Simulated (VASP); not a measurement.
VASP runs on Os (hcp) share one base input (PBE GGA, plane waves, VASP's PBE PAW potentials (set 64)) and change the settings named in each case.

**KPOINTS**
```
Automatic mesh
0
Gamma
14 14 8
0 0 0
```

**INCAR**
```
ALGO = Normal
EDIFF = 1E-6
ENCUT = 400
GGA = PE
ISIF = 2
ISMEAR = 1
LASPH = .TRUE.
LCHARG = .FALSE.
LMAXMIX = 6
LREAL = .FALSE.
LWAVE = .FALSE.
NELM = 100
PREC = Accurate
SIGMA = 0.1
SYSTEM = Os
```

File POSCAR:
```
Os
1
    1.3923000000    -2.4115340000     0.0000000000
    1.3923000000     2.4115340000     0.0000000000
    0.0000000000     0.0000000000     4.4064000000
Os
2
Direct
  0.3333330000   0.6666670000   0.2500000000
  0.6666670000   0.3333330000   0.7500000000
```

POTCAR, in this order: Os (PBE.64 set). Program: vasp_std.

```csv
change,E(σ→0) (eV/atom),pressure (GPa),plane waves
base run,-11.2225,-13.44,552
ENCUT = 325,[?],[?],416
ENCUT = 450,-11.2227,-13.34,667
ENCUT = 500,-11.2231,-13.43,772
ENCUT = 525,-11.2235,-13.43,821
ENCUT = 550,-11.2239,-13.39,888
ENCUT = 650,-11.2245,-13.25,1140
ENCUT = 675,-11.2245,-13.25,1200
```

Question: Fill in the missing entries.

Answer: 
- ENCUT = 325, E(σ→0) (eV/atom): -11.2162
- ENCUT = 325, pressure (GPa): -14.85

Unless said otherwise, spin-orbit coupling is left out, though it shifts the bands of the heavy elements here.

Left out are runs that ran out of time, are held back, or changed the cell or the kind of run, fixed moments of cells without a moment, rows past the twelfth, gaps on odd meshes, pressures of charged cells and columns that move by less than the noise.

The compound is Os in the hcp structure. The cell was not relaxed at this level.
